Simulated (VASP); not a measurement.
# RbOsCl3: structure and properties in VASP, part 4 of 5

Wanted: the relaxed cell of RbOsCl3 and its properties. The cell is invented: it takes the structure of a Materials Project entry for RbPdCl3 (space group 221 there), with some of its atoms replaced by other elements, volume scaled by an estimate. It may not be a known or stable phase. Left out of this account: 1 further run (relaxation: a spoilt try).

VASP 6.6.1, plane waves and PAW; the level of theory is named at each step.

Still holding for the runs below: This run has no spin polarisation, although Os can carry a moment.

So far. Step 6 (Density of states (RPBE)): The finer mesh and the other smearing move the Fermi level by +0.02 eV from the 5×5×5 run, a small shift, which tests the Fermi level alone. Of the states within 0.3 eV of the Fermi level, the largest shares in the PAW spheres are Os d 74 % and Cl p 11 %. The rest lies in smaller channels or between the spheres. Step 7 (A semilocal run for the hybrid's start): The run ends at a pressure of -1.50 GPa.

**8. Bands along the symmetry lines (HSE06)**

This step: HSE06, no spin polarisation; plane waves and PAW (Os, Rb_sv, Cl); invented cell (VASP 6.6.1).

HSE06 mixes in a quarter of exact exchange at short range, at far higher cost; in semiconductors this cures much of the gap error, while metals seldom gain.

INCAR reads:

```
SYSTEM = RbOsCl3
PREC = Accurate
ENCUT = 400
EDIFF = 1E-06
NELM = 100
ISMEAR = -1
SIGMA = 0.05
LREAL = .FALSE.
ALGO = Normal
LHFCALC = .TRUE.
AEXX = 0.25
GGA = PE
HFSCREEN = 0.2
LASPH = .TRUE.
NBANDS = 25
PRECFOCK = Fast
LORBIT = 11
LWAVE = .FALSE.
LCHARG = .FALSE.
KPAR = 2
```

POSCAR reads:

```
RbOsCl3
1.0
    5.0005640554      0.0000000000      0.0000000000
    0.0000000000      5.0005640554      0.0000000000
    0.0000000000      0.0000000000      5.0005640554
Os Rb Cl
1 1 3
Direct
    0.5000000000      0.5000000000      0.5000000000
    0.0000000000      0.0000000000      0.0000000000
    0.0000000000      0.5000000000      0.5000000000
    0.5000000000      0.0000000000      0.5000000000
    0.5000000000      0.5000000000      0.0000000000
```

KPOINTS reads:

```
Automatic mesh
0
Gamma
3 3 3
0 0 0
```

KPOINTS_OPT reads:

```
Line mode
6
Line-mode
Reciprocal
  0.00000000   0.00000000   0.00000000 GAMMA
  0.00000000   0.50000000   0.00000000 X

  0.00000000   0.50000000   0.00000000 X
  0.50000000   0.50000000   0.00000000 M

  0.50000000   0.50000000   0.00000000 M
  0.00000000   0.00000000   0.00000000 GAMMA

  0.00000000   0.00000000   0.00000000 GAMMA
  0.50000000   0.50000000   0.50000000 R

  0.50000000   0.50000000   0.50000000 R
  0.00000000   0.50000000   0.00000000 X

  0.50000000   0.50000000   0.00000000 M
  0.50000000   0.50000000   0.50000000 R
```

Potentials, in the order of the species: Os, Rb_sv and Cl (PBE family, release 64).

The WAVECAR or CHGCAR of an earlier step is read.

Command:

```console
$ mpirun -np 2 vasp_std
```

The log of the run:

```text
[banner, memory and clock lines left out]
running    2 mpi-ranks, on    1 nodes
 distrk:  each k-point on    1 cores,    2 groups
 distr:  one band on    1 cores,    1 groups

 POSCAR found type information on POSCAR OsRbCl
 POSCAR found :  3 types and       5 ions
 LDA part: xc-table for (Slater+PW92), standard interpolation
 found WAVECAR, reading the header
 POSCAR, INCAR and KPOINTS ok, starting setup
 FFT: planning ... GRIDC
 FFT: planning ... GRID_SOFT
 FFT: planning ... GRID
 reading WAVECAR
 the WAVECAR file was read successfully
 initial charge from wavefunction
 entering main loop
       N       E                     dE             d eps       ncg     rms          rms(c)
DAV:   1    -0.242459266161E+02   -0.24246E+02   -0.16602E+00   208   0.415E+00    0.472E+00
DAV:   2    -0.249309383241E+02   -0.68501E+00   -0.12695E-01   282   0.194E+00    0.544E+00
DAV:   3    -0.250861508699E+02   -0.15521E+00   -0.88116E-02   259   0.156E+00    0.352E+00
DAV:   4    -0.250755116925E+02    0.10639E-01   -0.18439E-02   235   0.700E-01    0.218E+00
DAV:   5    -0.250723086013E+02    0.32031E-02   -0.14155E-03   234   0.214E-01    0.134E+00
DAV:   6    -0.250713308373E+02    0.97776E-03   -0.31205E-04   244   0.120E-01    0.825E-01
DAV:   7    -0.250710611670E+02    0.26967E-03   -0.12159E-04   235   0.662E-02    0.501E-01
DAV:   8    -0.250709857697E+02    0.75397E-04   -0.32385E-05   250   0.347E-02    0.305E-01
DAV:   9    -0.250709640142E+02    0.21756E-04   -0.11907E-05   234   0.222E-02    0.186E-01
DAV:  10    -0.250709583546E+02    0.56596E-05   -0.45743E-06   242   0.139E-02    0.114E-01
DAV:  11    -0.250709568044E+02    0.15501E-05   -0.16270E-06   201   0.847E-03    0.698E-02
DAV:  12    -0.250709564439E+02    0.36059E-06   -0.64815E-07   151   0.543E-03
   1 F= -.25070956E+02 E0= -.25070954E+02  d E =-.447771E-05
 Start KPOINTS_OPT (optional k-point list driver)
k-point batch [1-4\36]
       N       E                     dE             ncg
DAV:   1     0.141843785211E+03   -0.56159E+03      200
DAV:   2    -0.815792725997E+03   -0.95764E+03      254
DAV:   3    -0.945742641424E+03   -0.12995E+03      231
DAV:   4    -0.949895415465E+03   -0.41528E+01      269
DAV:   5    -0.949991779826E+03   -0.96364E-01      253
DAV:   6    -0.949994700907E+03   -0.29211E-02      284
DAV:   7    -0.949994761832E+03   -0.60925E-04      252
DAV:   8    -0.949994762549E+03   -0.71712E-06      164
[...]
k-point batch [33-36\36]
       N       E                     dE             ncg
DAV:   1     0.115958073845E+03   -0.38831E+04      200
DAV:   2    -0.834143898242E+03   -0.95010E+03      242
DAV:   3    -0.957783112937E+03   -0.12364E+03      262
DAV:   4    -0.962425412993E+03   -0.46423E+01      270
DAV:   5    -0.962512918931E+03   -0.87506E-01      245
DAV:   6    -0.962515570084E+03   -0.26512E-02      284
DAV:   7    -0.962515667771E+03   -0.97687E-04      253
DAV:   8    -0.962515669957E+03   -0.21859E-05      196
DAV:   9    -0.962515670003E+03   -0.46173E-07      164
```

Run time: 9.5 min. Hardware: 2 MPI ranks of Intel Xeon Platinum 8488C (Sapphire Rapids), shared host; peak memory 0.61 GiB; 19 min of CPU time.

From OUTCAR (step 8):

```text
   k-points           NKPTS =      4   k-points in BZ     NKDIM =     27   number of bands    NBANDS=     25

   NELECT =      38.0000    total number of electrons

  exchange ACFDT corr.  =         0.00000000  see jH, gK, PRB 81, 115126

 E-fermi :   2.3202

 k-point     1 :       0.0000    0.0000    0.0000
  band No.  band energies     occupation
    ...
     15      -1.1739      2.00000
     16      -1.1739      2.00000
     17       0.0733      2.00000
     18       0.0733      2.00000
     19       0.0734      2.00000
     20       2.9221      0.00001
     21       2.9225      0.00001
     22       4.7579      0.00000
     23       6.6678      0.00000
     24       7.7469      0.00000
    ...

 POSITION                                       TOTAL-FORCE (eV/Angst)
 -----------------------------------------------------------------------------------
      2.50028      2.50028      2.50028         0.000000      0.000000      0.000000
      0.00000      0.00000      0.00000         0.000000      0.000000      0.000000
      0.00000      2.50028      2.50028         0.000000      0.000000      0.000000
      2.50028      0.00000      2.50028         0.000000      0.000000      0.000000
      2.50028      2.50028      0.00000         0.000000      0.000000      0.000000
 -----------------------------------------------------------------------------------
    total drift:                               -0.000002     -0.000001      0.000002

  FREE ENERGIE OF THE ION-ELECTRON SYSTEM (eV)
  ---------------------------------------------------
  free  energy   TOTEN  =       -25.0709564439 eV

  energy  without entropy=      -25.0709519661  energy(sigma->0) =      -25.07095420

[... 7 parts as in an earlier step ...]

[... 7 further parts left out ...]
```

The k-mesh is coarse for exact exchange; levels may shift by about 0.1 eV on a finer one.

This step gave:

| Quantity | Value |
| --- | --- |
| SCF cycles | 12 |
| free energy (TOTEN) | -25.07 eV |
| Fermi energy | 2.320 eV |
| metallic | no |
| least gap on mesh and path | 0.9031 eV |
| least direct gap on mesh and path | 1.302 eV |
| valence top at k | 0.5, 0.5, 0.5 |
| conduction bottom at k | 0, 0, 0 |
| least direct gap at k | 0.5, 0.5, 0 |

The electronic bands at the labelled points (eV, zero at the valence-band top; v1 is the highest filled band, c1 the lowest empty one):

| point | v4 | v3 | v2 | v1 | c1 | c2 | c3 | c4 |
| --- | --- | --- | --- | --- | --- | --- | --- | --- |
| Γ | -3.19 | -1.95 | -1.95 | -1.95 | 0.90 | 0.90 | 2.74 | 4.65 |
| 0.60 of the way | -3.38 | -1.93 | -0.92 | -0.92 | 0.91 | 1.64 | 5.08 | 5.71 |
| X | -3.41 | -1.92 | -0.50 | -0.50 | 0.91 | 1.73 | 6.53 | 6.92 |
| 0.60 of the way | -3.05 | -0.92 | -0.50 | -0.27 | 1.22 | 3.99 | 7.29 | 7.45 |
| M | -2.81 | -0.51 | -0.51 | -0.06 | 1.24 | 5.34 | 7.87 | 7.87 |
| 0.40 of the way | -3.16 | -0.94 | -0.90 | -0.56 | 1.20 | 3.49 | 5.82 | 6.49 |
| Γ | -3.19 | -1.95 | -1.95 | -1.95 | 0.90 | 0.90 | 2.74 | 4.65 |
| 0.40 of the way | -3.34 | -1.13 | -1.02 | -1.02 | 2.24 | 2.24 | 4.71 | 5.89 |
| R | -2.79 | 0.00 | 0.00 | 0.00 | 5.35 | 5.35 | 6.01 | 6.02 |
| 0.40 of the way | -2.99 | -0.51 | -0.26 | -0.21 | 3.40 | 4.22 | 6.57 | 6.84 |
| X | -3.41 | -1.92 | -0.50 | -0.50 | 0.91 | 1.73 | 6.53 | 6.92 |
| jump to M | -2.81 | -0.51 | -0.51 | -0.06 | 1.24 | 5.34 | 7.87 | 7.88 |
| 0.40 of the way | -2.80 | -0.37 | -0.37 | -0.04 | 2.53 | 5.35 | 6.95 | 7.08 |
| R | -2.79 | 0.00 | 0.00 | 0.00 | 5.35 | 5.35 | 6.01 | 6.02 |

Of the projections kept (Os, Rb, Cl), the largest for each band there; the rest of the weight can lie on other orbitals:

| point | v4 | v3 | v2 | v1 | c1 | c2 | c3 | c4 |
| --- | --- | --- | --- | --- | --- | --- | --- | --- |
| Γ | Cl 0.97 | Os 1.00 | Os 1.00 | Os 1.00 | Os 0.96 | Os 0.96 | Os 0.82 | Rb 0.51 |
| X | Cl 0.98 | Os 1.00 | Os 0.79 | Os 0.79 | Os 0.96 | Os 0.91 | Cl 0.54 | Cl 0.50 |
| M | Cl 1.00 | Os 0.80 | Os 0.80 | Os 0.86 | Os 0.94 | Os 0.71 | Os 0.52 | Os 0.52 |
| Γ | Cl 0.97 | Os 1.00 | Os 1.00 | Os 1.00 | Os 0.96 | Os 0.96 | Os 0.82 | Rb 0.51 |
| R | Cl 1.00 | Os 0.84 | Os 0.84 | Os 0.84 | Os 0.70 | Os 0.70 | Rb 1.00 | Os 0.39 |
| X | Cl 0.98 | Os 1.00 | Os 0.79 | Os 0.79 | Os 0.96 | Os 0.91 | Cl 0.54 | Cl 0.50 |

The gap is 0.90 eV, indirect, from R to Γ.

**9. Volume scan with RPBE, volume scale 0.94**

This step: RPBE, no spin polarisation; plane waves and PAW (Os, Rb_sv, Cl); invented cell (VASP 6.6.1).

An equation of state needs energies on both sides of the minimum, all on one mesh and cutoff.

INCAR reads:

```
SYSTEM = RbOsCl3
PREC = Accurate
ENCUT = 400
EDIFF = 1E-06
NELM = 100
ISMEAR = -1
SIGMA = 0.05
LREAL = .FALSE.
ALGO = Normal
GGA = RP
NBANDS = 25
LORBIT = 11
LWAVE = .FALSE.
LCHARG = .FALSE.
KPAR = 2
ISIF = 2
```

POSCAR, as its differences from that of step 8:

```diff
@@ -2,5 +2,5 @@
 1.0
-    5.0005640554      0.0000000000      0.0000000000
-    0.0000000000      5.0005640554      0.0000000000
-    0.0000000000      0.0000000000      5.0005640554
+    4.8984830844      0.0000000000      0.0000000000
+    0.0000000000      4.8984830844      0.0000000000
+    0.0000000000      0.0000000000      4.8984830844
 Os Rb Cl
```

KPOINTS reads:

```
Automatic mesh
0
Gamma
5 5 5
0 0 0
```

Command:

```console
$ mpirun -np 2 vasp_std
```

The log of the run:

```text
[... set-up lines as in an earlier step ...]
 entering main loop
       N       E                     dE             d eps       ncg     rms          rms(c)
DAV:   1     0.230983446195E+03    0.23098E+03   -0.15451E+04   500   0.112E+03
DAV:   2    -0.350052599750E+01   -0.23448E+03   -0.22957E+03   674   0.286E+02
DAV:   3    -0.187346830835E+02   -0.15234E+02   -0.15126E+02   672   0.695E+01
DAV:   4    -0.191144727307E+02   -0.37979E+00   -0.37928E+00   726   0.114E+01
DAV:   5    -0.191222851130E+02   -0.78124E-02   -0.78106E-02   676   0.134E+00    0.174E+01
DAV:   6    -0.184700424951E+02    0.65224E+00   -0.26882E+00   700   0.897E+00    0.962E+00
DAV:   7    -0.184837940132E+02   -0.13752E-01   -0.19153E-01   615   0.294E+00    0.480E+00
DAV:   8    -0.184953853364E+02   -0.11591E-01   -0.30042E-02   589   0.113E+00    0.374E-01
DAV:   9    -0.184958302606E+02   -0.44492E-03   -0.28451E-03   706   0.332E-01    0.253E-01
DAV:  10    -0.184966093084E+02   -0.77905E-03   -0.12638E-03   530   0.238E-01    0.635E-02
DAV:  11    -0.184966816200E+02   -0.72312E-04   -0.12815E-04   632   0.746E-02    0.260E-02
DAV:  12    -0.184967000733E+02   -0.18453E-04   -0.29754E-05   571   0.345E-02    0.101E-02
DAV:  13    -0.184967021329E+02   -0.20596E-05   -0.25802E-06   562   0.105E-02    0.537E-03
DAV:  14    -0.184967027105E+02   -0.57755E-06   -0.84664E-07   413   0.617E-03
   1 F= -.18496703E+02 E0= -.18485001E+02  d E =-.234029E-01
```

The job ended after 8.8 s (2 MPI ranks; peak memory 0.35 GiB).

From OUTCAR (step 9):

```text
   ENCUT  =  400.0 eV  29.40 Ry    5.42 a.u.   7.99  7.99  7.99*2*pi/ulx,y,z

   NELECT =      38.0000    total number of electrons

 E-fermi :   3.6661

 k-point     1 :       0.0000    0.0000    0.0000
  band No.  band energies     occupation
    ...
     17       1.9870      2.00000
     18       1.9870      2.00000
     19       1.9870      2.00000
     20       3.1151      1.99997
     21       3.1151      1.99997
     22       5.3348      0.00000
     23       7.2995      0.00000
     24       8.1335      0.00000
     25       8.1335      0.00000

  Total        2.4301567      2.4301567      2.4301567     -0.0000000      0.0000000     -0.0000000
  in kB       33.1253148     33.1253148     33.1253148     -0.0000000      0.0000000     -0.0000000
  external PRESSURE =      33.1253148 kB  Pullay stress =       0.0000000 kB

 POSITION                                       TOTAL-FORCE (eV/Angst)
 -----------------------------------------------------------------------------------
      2.44924      2.44924      2.44924         0.000000      0.000000      0.000000
      0.00000      0.00000      0.00000         0.000000      0.000000      0.000000
      0.00000      2.44924      2.44924         0.000000      0.000000      0.000000
      2.44924      0.00000      2.44924         0.000000      0.000000      0.000000
      2.44924      2.44924      0.00000         0.000000      0.000000      0.000000
 -----------------------------------------------------------------------------------
    total drift:                                0.000000     -0.000000     -0.000000

  FREE ENERGIE OF THE ION-ELECTRON SYSTEM (eV)
  ---------------------------------------------------
  free  energy   TOTEN  =       -18.4967027105 eV

  energy  without entropy=      -18.4732997684  energy(sigma->0) =      -18.48500124

[... 3 parts as in an earlier step ...]

[... 13 further parts left out ...]
```

The scan keeps the cell's shape and the fractional positions fixed.

Numbers from this step:

| Item | Value |
| --- | --- |
| SCF cycles | 14 |
| irreducible k-points | 10 |
| free energy (TOTEN) | -18.50 eV |
| energy at zero smearing | -18.49 eV |
| Fermi energy | 3.666 eV |
| pressure | 3.313 GPa |
| metallic | yes |

The pressure here is 3.31 GPa.

**10. Volume scan with RPBE, volume scale 0.96**

INCAR is that of step 9.

POSCAR, as its differences from that of step 9:

```diff
@@ -2,5 +2,5 @@
 1.0
-    4.8984830844      0.0000000000      0.0000000000
-    0.0000000000      4.8984830844      0.0000000000
-    0.0000000000      0.0000000000      4.8984830844
+    4.9329805808      0.0000000000      0.0000000000
+    0.0000000000      4.9329805808      0.0000000000
+    0.0000000000      0.0000000000      4.9329805808
 Os Rb Cl
```

KPOINTS is that of step 9.

Command:

```console
$ mpirun -np 2 vasp_std
```

The log of the run:

```text
[... set-up lines as in an earlier step ...]
 entering main loop
       N       E                     dE             d eps       ncg     rms          rms(c)
DAV:   1     0.230987237792E+03    0.23099E+03   -0.15365E+04   500   0.111E+03
DAV:   2    -0.331001601736E+01   -0.23430E+03   -0.22933E+03   673   0.282E+02
DAV:   3    -0.187672650168E+02   -0.15457E+02   -0.15371E+02   664   0.701E+01
DAV:   4    -0.191775597329E+02   -0.41029E+00   -0.40987E+00   773   0.118E+01
DAV:   5    -0.191832676356E+02   -0.57079E-02   -0.57073E-02   653   0.122E+00    0.165E+01
DAV:   6    -0.185143985873E+02    0.66887E+00   -0.27855E+00   682   0.905E+00    0.916E+00
DAV:   7    -0.185265905939E+02   -0.12192E-01   -0.18507E-01   622   0.292E+00    0.472E+00
DAV:   8    -0.185384066581E+02   -0.11816E-01   -0.31345E-02   573   0.115E+00    0.365E-01
DAV:   9    -0.185388178849E+02   -0.41123E-03   -0.29314E-03   709   0.332E-01    0.244E-01
DAV:  10    -0.185396333635E+02   -0.81548E-03   -0.13841E-03   537   0.248E-01    0.618E-02
DAV:  11    -0.185397023715E+02   -0.69008E-04   -0.12679E-04   626   0.753E-02    0.272E-02
DAV:  12    -0.185397199401E+02   -0.17569E-04   -0.26733E-05   538   0.330E-02    0.967E-03
DAV:  13    -0.185397223422E+02   -0.24022E-05   -0.29797E-06   573   0.110E-02    0.520E-03
DAV:  14    -0.185397228896E+02   -0.54736E-06   -0.78519E-07   379   0.591E-03
   1 F= -.18539723E+02 E0= -.18527030E+02  d E =-.253860E-01
```

It took 8.8 s on 2 MPI ranks; peak memory 0.35 GiB.

OUTCAR, selected parts (step 10):

```text
   ENCUT  =  400.0 eV  29.40 Ry    5.42 a.u.   8.04  8.04  8.04*2*pi/ulx,y,z

   NELECT =      38.0000    total number of electrons

 E-fermi :   3.4684

 k-point     1 :       0.0000    0.0000    0.0000
  band No.  band energies     occupation
    ...
     17       1.8657      2.00000
     18       1.8657      2.00000
     19       1.8657      2.00000
     20       2.9278      1.99996
     21       2.9278      1.99996
     22       5.0461      0.00000
     23       7.0999      0.00000
     24       7.9998      0.00000
     25       7.9998      0.00000

  Total        1.5533752      1.5533752      1.5533752     -0.0000000      0.0000000     -0.0000000
  in kB       20.7328376     20.7328376     20.7328376     -0.0000000      0.0000000     -0.0000000
  external PRESSURE =      20.7328376 kB  Pullay stress =       0.0000000 kB

 POSITION                                       TOTAL-FORCE (eV/Angst)
 -----------------------------------------------------------------------------------
      2.46649      2.46649      2.46649         0.000000      0.000000      0.000000
      0.00000      0.00000      0.00000         0.000000      0.000000      0.000000
      0.00000      2.46649      2.46649         0.000000      0.000000      0.000000
      2.46649      0.00000      2.46649         0.000000      0.000000      0.000000
      2.46649      2.46649      0.00000         0.000000      0.000000      0.000000
 -----------------------------------------------------------------------------------
    total drift:                                0.000000     -0.000000     -0.000000

  FREE ENERGIE OF THE ION-ELECTRON SYSTEM (eV)
  ---------------------------------------------------
  free  energy   TOTEN  =       -18.5397228896 eV

  energy  without entropy=      -18.5143368649  energy(sigma->0) =      -18.52702988

[... 5 parts as in an earlier step ...]

[... 11 further parts left out ...]
```

Numbers from this step:

```
free energy (TOTEN)     : -18.54 eV
energy at zero smearing : -18.53 eV
Fermi energy            : 3.468 eV
pressure                : 2.073 GPa
```

The pressure falls from 3.31 to 2.07 GPa.

The run ends at a pressure of 2.07 GPa.

**11. Volume scan with RPBE, volume scale 0.98**

INCAR is that of step 10.

POSCAR, as its differences from that of step 10:

```diff
@@ -2,5 +2,5 @@
 1.0
-    4.9329805808      0.0000000000      0.0000000000
-    0.0000000000      4.9329805808      0.0000000000
-    0.0000000000      0.0000000000      4.9329805808
+    4.9670022116      0.0000000000      0.0000000000
+    0.0000000000      4.9670022116      0.0000000000
+    0.0000000000      0.0000000000      4.9670022116
 Os Rb Cl
```

KPOINTS is that of step 10.

Command:

```console
$ mpirun -np 2 vasp_std
```

The log of the run:

```text
[... set-up lines as in an earlier step ...]
 entering main loop
       N       E                     dE             d eps       ncg     rms          rms(c)
DAV:   1     0.234227282439E+03    0.23423E+03   -0.15466E+04   500   0.112E+03
DAV:   2    -0.258348744320E+01   -0.23681E+03   -0.23183E+03   714   0.285E+02
DAV:   3    -0.187856976315E+02   -0.16202E+02   -0.16136E+02   672   0.715E+01
DAV:   4    -0.192210924915E+02   -0.43539E+00   -0.43504E+00   759   0.121E+01
[...]
DAV:  12    -0.185646563569E+02   -0.17239E-04   -0.24383E-05   523   0.315E-02    0.892E-03
DAV:  13    -0.185646591911E+02   -0.28342E-05   -0.36251E-06   581   0.121E-02    0.506E-03
DAV:  14    -0.185646597150E+02   -0.52388E-06   -0.75522E-07   371   0.577E-03
   1 F= -.18564660E+02 E0= -.18550897E+02  d E =-.275264E-01
```

It took 8.4 s on 2 MPI ranks; peak memory 0.36 GiB; 15 s of CPU time.

OUTCAR, selected parts (step 11):

```text
  Total        0.7475649      0.7475649      0.7475649      0.0000000      0.0000000      0.0000000
  in kB        9.7740916      9.7740916      9.7740916      0.0000000      0.0000000      0.0000000
  external PRESSURE =       9.7740916 kB  Pullay stress =       0.0000000 kB

 POSITION                                       TOTAL-FORCE (eV/Angst)
 -----------------------------------------------------------------------------------
      2.48350      2.48350      2.48350         0.000000      0.000000      0.000000
      0.00000      0.00000      0.00000         0.000000      0.000000      0.000000
      0.00000      2.48350      2.48350         0.000000      0.000000      0.000000
      2.48350      0.00000      2.48350         0.000000      0.000000      0.000000
      2.48350      2.48350      0.00000         0.000000      0.000000      0.000000
 -----------------------------------------------------------------------------------
    total drift:                                0.000000     -0.000000     -0.000000

  FREE ENERGIE OF THE ION-ELECTRON SYSTEM (eV)
  ---------------------------------------------------
  free  energy   TOTEN  =       -18.5646597150 eV

  energy  without entropy=      -18.5371332912  energy(sigma->0) =      -18.55089650

[... 1 part as in an earlier step ...]

[... 2 further parts left out ...]
[key lines of the parts left out:]
E-fermi :   3.2778
```

The pressure falls from 2.07 to 0.98 GPa.

The run ends at a pressure of 0.98 GPa.

(Continued in part 5 of 5.)

[Lines on the potential files, build, host, timing and source positions are cut from VASP's logs without a mark.]

[Logs are printed without paths, hosts, clocks, repeated set-up lines and the standing remarks that a program may print on its own settings, such as how far it seeks lower states.]

[Hosts, paths, dates, database ids (printed as entryN), source tags and the programs' standing remarks are cut or masked in the printed files.]

[A measured line is paired with the nearest computed mode of its activity, which favours agreement.]
